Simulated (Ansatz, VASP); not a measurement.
# SiO2 (Stishovite): VASP beside Ansatz

One calculation is typed for both programs; each brings its own data sets. How far apart do they land? The cell is taken from a series of runs on this material, whose earlier steps may have relaxed, scaled, displaced or heated it; both programs get it as it stands.

Method: plane waves, with VASP 6.6.1 beside it; relaxation of cell and atoms at PBE with D3(BJ) and zone-centre phonons at PBE with D3(BJ), in Ansatz 0.2.0.

## 1. The structure

The structure is tetragonal, space group P4_2/mnm (No. 136). The conventional cell has a = 4.204 Å, b = 4.204 Å, c = 2.682 Å, α = 90.00°, β = 90.00°, γ = 90.00°. Si has 6 O at 1.77 to 1.82 Å nearest. Nearest to O lie 3 Si at 1.77 to 1.82 Å. Farther neighbours and most contacts between anions are not listed.

As a file:

```
Si O
1.0
     4.20375    0.00000    0.00000
     0.00000    4.20375    0.00000
     0.00000    0.00000    2.68213
Si O
2 4
Cartesian
  0.0000 0.0000 0.0000
  2.1019 2.1019 1.3411
  1.2869 1.2869 0.0000
  0.8150 3.3888 1.3411
  2.9168 2.9168 0.0000
  3.3888 0.8150 1.3411
```

## 2. VASP: relaxation of cell and atoms, PBE with D3(BJ)

The relaxed volume is the usual yardstick between codes: in a stiff, nearly cubic crystal its relative difference is about their pressure difference at one cell divided by the bulk modulus.

Lines of VASP's logs that name or quote its potential files are left out, and so is its time.

INCAR

```
SYSTEM = SiO2
PREC = Accurate
ENCUT = 600
EDIFF = 1E-07
NELM = 120
ISMEAR = 0
SIGMA = 0.01
LREAL = .FALSE.
ALGO = Normal
GGA = PE
IVDW = 12
NBANDS = 22
LORBIT = 11
LWAVE = .FALSE.
LCHARG = .FALSE.
ISIF = 3
IBRION = 2
NSW = 80
EDIFFG = -0.005
LASPH = .TRUE.
GGA_COMPAT = .FALSE.
NELMIN = 4
EFERMI = MIDGAP
KPAR = 2
```

POSCAR

```
SiO2
1.0
    4.2037510000      0.0000000000      0.0000000000
    0.0000000000      4.2037510000      0.0000000000
    0.0000000000      0.0000000000      2.6821310000
Si O
2 4
Direct
    0.0000000000      0.0000000000      0.0000000000
    0.5000001189      0.5000001189      0.4999998136
    0.3061325469      0.3061325469      0.0000000000
    0.1938675721      0.8061324279      0.4999998136
    0.6938674531      0.6938674531      0.0000000000
    0.8061324279      0.1938675721      0.4999998136
```

KPOINTS

```
Automatic mesh
0
Gamma
6 6 8
0 0 0
```

The projector-augmented-wave data sets are Si and O (PBE family, release 64).

Started as:

```console
> mpirun -np 2 vasp_std
```

Numbers of over 12 decimals in the logs are rounded to 6 here.

The program printed:

```text
[banner, memory and clock lines left out]
running    2 mpi-ranks, on    1 nodes
 distrk:  each k-point on    1 cores,    2 groups
 distr:  one band on    1 cores,    1 groups

 POSCAR found type information on POSCAR SiO
 POSCAR found :  2 types and       6 ions
 LDA part: xc-table for (Slater+PW92), standard interpolation
 POSCAR, INCAR and KPOINTS ok, starting setup
 FFT: planning ... GRIDC
 FFT: planning ... GRID_SOFT
 FFT: planning ... GRID
 WAVECAR not read
 entering main loop
       N       E                     dE             d eps       ncg     rms          rms(c)
DAV:   1     0.172501671120E+03    0.17250E+03   -0.19679E+04  2208   0.157E+03
DAV:   2    -0.429002035827E+02   -0.21540E+03   -0.20686E+03  2932   0.326E+02
DAV:   3    -0.508585343863E+02   -0.79583E+01   -0.79298E+01  2800   0.625E+01
DAV:   4    -0.509150761261E+02   -0.56542E-01   -0.56521E-01  2734   0.610E+00
DAV:   5    -0.509156027817E+02   -0.52666E-03   -0.52659E-03  2746   0.572E-01    0.173E+01
DAV:   6    -0.462707826937E+02    0.46448E+01   -0.16404E+01  2584   0.277E+01    0.780E+00
DAV:   7    -0.462957369300E+02   -0.24954E-01   -0.55403E-01  2626   0.495E+00    0.292E+00
DAV:   8    -0.463094650214E+02   -0.13728E-01   -0.19831E-02  2602   0.137E+00    0.109E+00
DAV:   9    -0.463159871796E+02   -0.65222E-02   -0.84317E-03  2674   0.908E-01    0.268E-01
DAV:  10    -0.463162134999E+02   -0.22632E-03   -0.68961E-04  2704   0.204E-01    0.477E-02
DAV:  11    -0.463161754570E+02    0.38043E-04   -0.15604E-04  2686   0.912E-02    0.665E-03
DAV:  12    -0.463161766097E+02   -0.11527E-05   -0.84604E-06  2620   0.211E-02    0.463E-03
DAV:  13    -0.463161765014E+02    0.10831E-06   -0.13712E-06  2704   0.870E-03    0.343E-03
DAV:  14    -0.463161765225E+02   -0.21199E-07   -0.33344E-08  1694   0.148E-03
   1 F= -.47732573E+02 E0= -.47732573E+02  d E =-.477326E+02
[...]
2 F= -.47732728E+02 E0= -.47732728E+02  d E =-.154399E-03
[...]
3 F= -.47732731E+02 E0= -.47732731E+02  d E =-.157962E-03
[...]
4 F= -.47732726E+02 E0= -.47732726E+02  d E =0.467327E-05
 trial-energy change:    0.000005  1 .order    0.000004   -0.000020    0.000027
 step:   0.4058(harm=  0.4328)  dis= 0.00008  next Energy=   -47.732735 (dE=-0.384E-05)
 bond charge predicted
       N       E                     dE             d eps       ncg     rms          rms(c)
DAV:   1    -0.463147748913E+02    0.43390E-03   -0.11741E-03  2446   0.279E-01    0.311E-02
DAV:   2    -0.463147634512E+02    0.11440E-04   -0.56656E-05  2692   0.575E-02    0.916E-03
DAV:   3    -0.463147626095E+02    0.84168E-06   -0.40137E-06  2560   0.141E-02    0.394E-03
DAV:   4    -0.463147624366E+02    0.17292E-06   -0.46090E-07  2544   0.554E-03    0.163E-03
DAV:   5    -0.463147624834E+02   -0.46804E-07   -0.69747E-08  1286   0.211E-03
   5 F= -.47732735E+02 E0= -.47732735E+02  d E =-.374130E-05
 curvature:  -0.23 expect dE=-0.267E-07 dE for cont linesearch -0.202E-07
 trial: gam=-0.05178 g(F)=  0.500E-07 g(S)=  0.668E-07 ort = 0.134E-05 (trialstep = 0.907E+00)
 search vector abs. value=  0.327E-07
 reached required accuracy - stopping structural energy minimisation
```

Parts of OUTCAR (step 2):

```text
ion  position               nearest neighbor table
   1  0.000  0.000  0.000-   4 1.77   6 1.77   4 1.77   6 1.77   5 1.82   3 1.82
   2  0.500  0.500  0.500-   5 1.77   5 1.77   3 1.77   3 1.77   4 1.82   6 1.82
   3  0.306  0.306  0.000-   2 1.77   2 1.77   1 1.82
   4  0.194  0.806  0.500-   1 1.77   1 1.77   2 1.82
   5  0.694  0.694  0.000-   2 1.77   2 1.77   1 1.82
   6  0.806  0.194  0.500-   1 1.77   1 1.77   2 1.82

  LATTYP: Found a simple tetragonal cell.
 ALAT       =     4.2037510000
 C/A-ratio  =     0.6380327950

 Subroutine GETGRP returns: Found 16 space group operations
 (whereof  8 operations were pure point group operations)

The static configuration has the point symmetry D_2h.
 The point group associated with its full space group is D_4h.

 Found     50 irreducible k-points:

   k-points           NKPTS =     50   k-points in BZ     NKDIM =     50   number of bands    NBANDS=     22

   dimension x,y,z NGX =    36 NGY =   36 NGZ =   24
   dimension x,y,z NGXF=    72 NGYF=   72 NGZF=   48

   ENCUT  =  600.0 eV  44.10 Ry    6.64 a.u.   8.40  8.40  5.36*2*pi/ulx,y,z

   NELECT =      32.0000    total number of electrons

 k-points in reciprocal lattice and weights: Automatic mesh
   0.00000000  0.00000000  0.00000000       0.003
   0.16666667  0.00000000  0.00000000       0.014
   0.33333333  0.00000000  0.00000000       0.014
   0.50000000  0.00000000  0.00000000       0.007
   0.16666667  0.16666667  0.00000000       0.014
   0.33333333  0.16666667  0.00000000       0.028
   0.50000000  0.16666667  0.00000000       0.014
   0.33333333  0.33333333  0.00000000       0.014
   0.50000000  0.33333333  0.00000000       0.014
[...]
0.50000000  0.33333333  0.50000000       0.014
   0.50000000  0.50000000  0.50000000       0.003

 Edisp (eV)   -1.41752

 average (electrostatic) potential at core
       1 -81.4644       2 -81.4644       3 -66.9536       4 -66.9536       5 -66.9536
       6 -66.9536

 E-fermi :  10.6667

 k-point     1 :       0.0000    0.0000    0.0000
  band No.  band energies     occupation
    ...
     12       4.9163      2.00000
     13       5.5099      2.00000
     14       7.1468      2.00000
     15       7.1468      2.00000
     16       8.0159      2.00000
     17      13.3175      0.00000
     18      14.6369      0.00000
     19      16.3610      0.00000
     20      16.3611      0.00000
     21      19.0996      0.00000
    ...

 k-point     2 :       0.1667    0.0000    0.0000
  band No.  band energies     occupation
    ...
     12       4.9779      2.00000
     13       5.5582      2.00000
     14       6.5598      2.00000
     15       7.0995      2.00000
     16       7.8021      2.00000
     17      13.7676      0.00000
     18      14.8722      0.00000
     19      16.4349      0.00000
     20      16.4397      0.00000
     21      19.5204      0.00000
    ...

 k-point     3 :       0.3333    0.0000    0.0000
  band No.  band energies     occupation
    ...
     12       5.1433      2.00000
     13       5.2854      2.00000
     14       5.5209      2.00000
     15       6.9893      2.00000
     16       7.2967      2.00000
     17      14.7188      0.00000
     18      15.4294      0.00000
     19      16.6212      0.00000
     20      16.8118      0.00000
     21      19.3428      0.00000
    ...

 Edisp (eV)   -1.41797

  Total      -0.00039    -0.00039     0.00283     0.00000     0.00000     0.00000
  in kB      -0.01333    -0.01333     0.09573     0.00000     0.00000     0.00000
  external pressure =        0.02 kB  Pullay stress =        0.00 kB

  energy-cutoff  :      600.00
  volume of cell :       47.35
      direct lattice vectors                 reciprocal lattice vectors
     4.199860348  0.000000000  0.000000000     0.238103155 -0.000000000  0.000000000
     0.000000000  4.199860348  0.000000000    -0.000000000  0.238103155  0.000000000
     0.000000000  0.000000000  2.684232320     0.000000000  0.000000000  0.372545995

 POSITION                                       TOTAL-FORCE (eV/Angst)
 -----------------------------------------------------------------------------------
      0.00000      0.00000      0.00000        -0.000000     -0.000000      0.000000
      2.09993      2.09993      1.34212        -0.000000     -0.000000      0.000000
      1.28497      1.28497      0.00000        -0.000360     -0.000360      0.000000
      0.81497      3.38490      1.34212         0.000360     -0.000360      0.000000
      2.91489      2.91489      0.00000         0.000360      0.000360      0.000000
      3.38490      0.81497      1.34212        -0.000360      0.000360      0.000000
 -----------------------------------------------------------------------------------
    total drift:                                0.000026      0.000026      0.001080

  FREE ENERGIE OF THE ION-ELECTRON SYSTEM (eV)
  ---------------------------------------------------
  free  energy   TOTEN  =       -47.7327348907 eV

  energy  without entropy=      -47.7327348907  energy(sigma->0) =      -47.73273489

 reached required accuracy - stopping structural energy minimisation

 total charge
# of ion       s       p       d       tot
------------------------------------------
    1        0.586   0.861   0.000   1.446
    2        0.586   0.861   0.000   1.446
    3        1.546   3.682   0.000   5.228
    4        1.546   3.682   0.000   5.228
    5        1.546   3.682   0.000   5.228
    6        1.546   3.682   0.000   5.228
--------------------------------------------------
tot          7.355  16.450   0.000  23.806

[... 3 further parts left out ...]
```

CONTCAR:

```
SiO2
   1.00000000000000
     4.1998603483734351    0.0000000000000000    0.0000000000000000
     0.0000000000000000    4.1998603483734351    0.0000000000000000
     0.0000000000000000    0.0000000000000000    2.6842323196764029
  Si              O
     2     4
Direct
     0.0000000000000000    0.0000000000000000    0.0000000000000000
     0.5000001188999974    0.5000001188999974    0.4999998135999988
     0.3059543100880451    0.3059543100880451    0.0000000000000000
     0.1940458089119541    0.8059541910880459    0.4999998135999988
     0.6940456899119549    0.6940456899119549    0.0000000000000000
     0.8059541910880459    0.1940458089119541    0.4999998135999988
```

## 3. Ansatz: relaxation of cell and atoms, PBE with D3(BJ)

Ansatz runs on its PAW soft_1 files.

The same cell, functional and mesh now go to Ansatz, which takes its cutoff from its data sets.

input.yaml

```yaml
crystal:
  lattice:
    - [4.2037511263, 0.0, 0.0]
    - [0.0, 4.2037511263, 0.0]
    - [0.0, 0.0, 2.6821305947]
  atoms:
    - { symbol: Si, position: [0.0, 0.0, 0.0] }
    - { symbol: Si, position: [0.5, 0.5, 0.5] }
    - { symbol: O, position: [0.3061324637, 0.3061324637, 0.0] }
    - { symbol: O, position: [0.1938675363, 0.8061324637, 0.5] }
    - { symbol: O, position: [0.6938675363, 0.6938675363, 0.0] }
    - { symbol: O, position: [0.8061324637, 0.1938675363, 0.5] }
kpoints:
  mp_grid: { grid: [6, 6, 8] }
hamiltonian:
  xc: pbe
  dispersion: d3bj
  pseudopotentials: { kind: paw, azcp: { folder: soft_1 } }
scf:
  occupations: { method: fixed }
output:
  forces: true
  stress: true
  eigenvalues: true
  write_density: true
  write_potential: true
  elf: true
  volumetric_format: npy
relax:
  adjacent_minimum: "off"
  f_tol: 0.001
  max_steps: 60
  cell: { stress_tol: 0.01 }
```

Started as:

```console
> ansatz run input.yaml --threads 8 --pin off --max-ram 15360MiB --backend cpu --events-out ev --progress --plain --runs-dir out
```

The program printed:

```text
Engine: ansatz 0.2.0, aarch64-unknown-linux-gnu
Pseudopotentials: kind: paw
Pseudopotential: Si, paw, valence charge 4, recommended cutoff 420 eV (normal), soft_1/Si.paw.azcp
Pseudopotential: O, paw, valence charge 6, recommended cutoff 420 eV (normal), soft_1/O.paw.azcp
Functional definition: PBE
  parameter kappa = 0.804
  parameter beta = 0.066725
  exchange = pbe_x(kappa = kappa, mu = beta*pi^2/3)
  correlation = pbe_c(beta = beta)
Crystal: 6 atoms, lattice volume = 47.397 Å³
Basis set: ecut = 420 eV, 933 PW (Γ), exchange–correlation on 60×60×36 points (8 copies of the dense FFT grid, shifted against one another)
Bands: 22, of which v1, the nominal top of the filled ones, is band 16 counted from 1 (15 counted from 0)
Symmetry: 16 space group operations
Space group: P42/mnm (ITA 136), of the structure as read, at distance tolerance 3.6e-5 Å
k-points: 50 of 288
Non-local potential: Si, projectors of the file, l = 0: 2, l = 1: 2, l = 2: 1
Non-local potential: O, projectors of the file, l = 0: 2, l = 1: 2, l = 2: 1
PAW form: soft (Blöchl's): semilocal exchange-correlation on the pseudo side does not see the compensation charge
PAW one-centre angular grid: Si, 110 points (default); XC on 64 Gauss nodes
PAW one-centre angular grid: O, 110 points (default); XC on 64 Gauss nodes
Initial density: superposition of atomic densities (chi_scale 0.1, normalization cell, long waves kept (reshape's long-wave potential 0.00 eV rms))
Initial wavefunctions: pseudopotential atomic-orbital guess
Functional: x = pbe(κ = 0.804, μ = 0.219515), c = pbe(β = 0.066725)
SCF iter   1: F=—  HF=-3550.624975 eV  |F-HF|=—  |Δ(HF+E_count)|=         —  Δρ=1.46e-1  dr2=8.20e0  ethr=3.10e-3  ⟨swp⟩=4.3  Hψ=4936  notcnv=0  defer=196
preconditioner: auto → none  [insulator: Δε(μ)=6.450 eV  Ē_g=19.419 eV  n_scr=10 (ndim 8)  ℏωp=30.5 eV  f_vac=0.000  ε∞_Penn≈3.5]
SCF iter   2: F=—  HF=-3548.569216 eV  |F-HF|=—  |Δ(HF+E_count)|=    2.06e0  Δρ=6.59e-2  dr2=7.64e-1  ethr=3.10e-3  ⟨swp⟩=3.3  Hψ=2742  notcnv=0  defer=180
SCF iter   3: F=—  HF=-3548.415897 eV  |F-HF|=—  |Δ(HF+E_count)|=   1.53e-1  Δρ=2.36e-2  dr2=9.45e-2  ethr=2.39e-3  ⟨swp⟩=2.4  Hψ=2043  notcnv=0  defer=199
SCF iter   4: F=—  HF=-3548.447278 eV  |F-HF|=—  |Δ(HF+E_count)|=   3.14e-2  Δρ=1.67e-3  dr2=5.56e-4  ethr=2.95e-4  ⟨swp⟩=2.1  Hψ=1208  notcnv=0  defer=200
SCF iter   5: F=—  HF=-3548.447776 eV  |F-HF|=—  |Δ(HF+E_count)|=   4.98e-4  Δρ=2.27e-4  dr2=7.09e-6  ethr=1.74e-6  ⟨swp⟩=2.2  Hψ=1868  notcnv=0  defer=200
SCF iter   6: F=—  HF=-3548.447653 eV  |F-HF|=—  |Δ(HF+E_count)|=   1.23e-4  Δρ=2.41e-5  dr2=2.45e-7  ethr=2.22e-8  ⟨swp⟩=2.0  Hψ=1834  notcnv=0  defer=95
SCF iter   7: F=-3548.447653 eV  HF=-3548.447653 eV  |F-HF|=2.95e-9  |Δ(HF+E_count)|=   1.33e-8  Δρ=4.07e-6  dr2=3.37e-9  ethr=3.13e-10  ⟨swp⟩=15.0  Hψ=9125  notcnv=0
SCF 1 converged in 7 iterations: F = -3548.447653 eV  dr2 = 3.37e-9
  greatest PAW one-centre occupation: 0.859 electrons in one spin orbital (limit 2), on the O atom at site 5 (counted from 0), in its partial waves of l = 0
relax step   1: F+E_penalty+E_count = -3548.44765307 eV  Δ(F+E_penalty+E_count) = +0.000e0 eV  max|allowed force component| = 4.824e-4 eV/Å  Δτ_max = 0.0000 Å  P = +0.006 GPa  Ω = 47.397 Å³  (7 SCF iters, dr2 threshold 1.00e-7 eV, accepted)
[...]
relax step   2: F+E_penalty+E_count = -3548.44764996 eV  Δ(F+E_penalty+E_count) = +3.112e-6 eV  max|allowed force component| = 1.171e-3 eV/Å  Δτ_max = 0.0000 Å  P = +0.002 GPa  Ω = 47.398 Å³  energy of the carried Pulay correction = -3.751e-6 eV  (3 SCF iters, dr2 threshold 3.80e-9 eV, accepted)
[...]
relax step   3: F+E_penalty+E_count = -3548.44764345 eV  Δ(F+E_penalty+E_count) = +6.513e-6 eV  max|allowed force component| = 2.530e-4 eV/Å  Δτ_max = 0.0001 Å  P = +0.001 GPa  Ω = 47.400 Å³  energy of the carried Pulay correction = -1.090e-5 eV  (3 SCF iters, dr2 threshold 1.17e-9 eV, accepted)
[...]
relax step   4: F+E_penalty+E_count = -3548.44764722 eV  Δ(F+E_penalty+E_count) = -3.771e-6 eV  max|allowed force component| = 2.611e-4 eV/Å  Δτ_max = 0.0000 Å  P = +0.001 GPa  Ω = 47.400 Å³  stress off target by 2.02e-3 GPa  SCF on the basis re-selected at this cell (its energy is not comparable with the rows above)  (6 SCF iters)
basis re-selected at this cell: Δ(F+E_penalty+E_count) = -3.771e-6 eV, ΔP = +0.000 GPa vs the last step (what re-selecting the basis moved, of the pressure what is left beyond the Pulay correction that the steps carried, after the strain that the cell walked since its last selection, with what the two solves' SCF thresholds leave and, on support functions, any second-order correction that the steps lacked; it is no m [...]
SCF converged after 6 iterations
Free energy (F): -3548.447647 eV
Harris-Foulkes:  -3548.447647 eV  (|F-HF|=9.09e-13)
Internal energy: -3548.447647 eV  (E = F + TS)
E sigma→0 (E₀):  -3548.447647 eV
Fermi energy:    10.261629 eV
--- Per-component energies (eV) ---
  E_band       = 58.637603
  E_kinetic    = 786.027970
  E_local      = -1215.604402  (includes V_loc(G=0)·N_el)
  E_nonlocal   = 249.570553
  E_hartree    = 445.075998
  E_xc         = -404.985935
  E_vxc        = -469.490540  (∫ρ·V_xc dr)
  E_paw        = -1678.150199  (= ΣΔE_a)
  E_vpaw       = -182.021139  (= ΣTr[D̂ρ^β])
  E_aug_tail   = 0.003188  (compensation charges beyond the density's cutoff)
  E_ewald      = -1728.968238
  E_disp       = -1.416581  (pairwise vdW)
  E_smearing   = -0.000000  (= −TS)
  E_closure    = 0.000000  (closes the sum)
  Σ components = -3548.447647   (vs F -3548.447647, Δ=0.00e0)
--- Forces (eV/Å), atoms counted from 1 ---
  atom   1  Si     0.00000000     0.00000000     0.00000000
  atom   2  Si    -0.00000000    -0.00000000     0.00000000
  atom   3  O      0.00026107     0.00026107     0.00000000
  atom   4  O     -0.00026107     0.00026107     0.00000000
  atom   5  O     -0.00026107    -0.00026107     0.00000000
  atom   6  O      0.00026107    -0.00026107     0.00000000
  max |Σ_I F_I| component: 8.67e-19 eV/Å
--- Stress (GPa, compression-positive) ---
        0.002023       0.000000       0.000000
        0.000000       0.002023       0.000000
        0.000000       0.000000      -0.001209
  P = ⅓ Tr σ = 0.0009 GPa (0.009 kbar)
--- Band table (eV; the first three rows and the last of 50) ---
  k-point 0: bands = [... 12 lower, 7.7637, 9.3914, 9.3914, 10.2616, 15.5762, 16.9335, 18.6516, 18.6516, ... 2 higher]
  k-point 1: bands = [... 12 lower, 7.0406, 9.2444, 9.2444, 10.0787, 16.3127, 17.9935, 19.5267, 19.5267, ... 2 higher]
  k-point 2: bands = [... 12 lower, 5.8861, 8.7797, 8.7797, 9.4971, 17.5002, 19.9527, 20.3726, 21.3697, ... 2 higher]
  k-point 49: bands = [... 12 lower, 8.5286, 8.5286, 8.7449, 8.7449, 17.2680, 17.2680, 21.1586, 21.1586, ... 2 higher]
--- Relaxed structure (3 steps of the walk, 3 accepted, 1 SCFs on fresh bases) ---
  F+E_penalty+E_count = -3548.44764722 eV   max|allowed force component| = 2.611e-4 eV/Å   (the final SCF, on the basis selected at the relaxed cell)
  cell:  # Å, volume = 47.3999 Å³
    - [4.204057, 0, 0.0]
    - [0, 4.204057, 0.0]
    - [0.0, 0.0, 2.681888]
  atoms:
    - { symbol: Si, position: [0, 0, 0.0] }
    - { symbol: Si, position: [0.5, 0.5, 0.5] }
    - { symbol: O, position: [0.306141, 0.306141, 0.0] }
    - { symbol: O, position: [0.193859, 0.806141, 0.5] }
    - { symbol: O, position: [0.693859, 0.693859, 0.0] }
    - { symbol: O, position: [0.806141, 0.193859, 0.5] }
```

## 4. Comparison

Known differences besides the potentials themselves: fixed occupations in Ansatz, narrow Gaussian smearing in VASP; the cutoff is 420 eV in Ansatz and 600 eV in VASP; Ansatz adds a Pulay correction to the stress that steers its cell, VASP none. Total energies have different zeros and are not compared.

Both answers:

```csv
quantity,Ansatz,VASP,difference
volume (Å³),47.40,47.35,+0.11 %
"edge a after relaxation, in the typed setting (Å)",4.204,4.200,+0.10 %
"edge c after relaxation, in the typed setting (Å)",2.682,2.684,-0.09 %
```

[end of part 1 of 2]

[Lines on the potential files, build, host, timing and source positions are cut from VASP's logs without a mark.]

[Logs are printed without paths, hosts, clocks, repeated set-up lines and the standing remarks that a program may print on its own settings, such as how far it seeks lower states.]

[Hosts, paths, dates, database ids (printed as entryN), source tags and the programs' standing remarks are cut or masked in the printed files.]
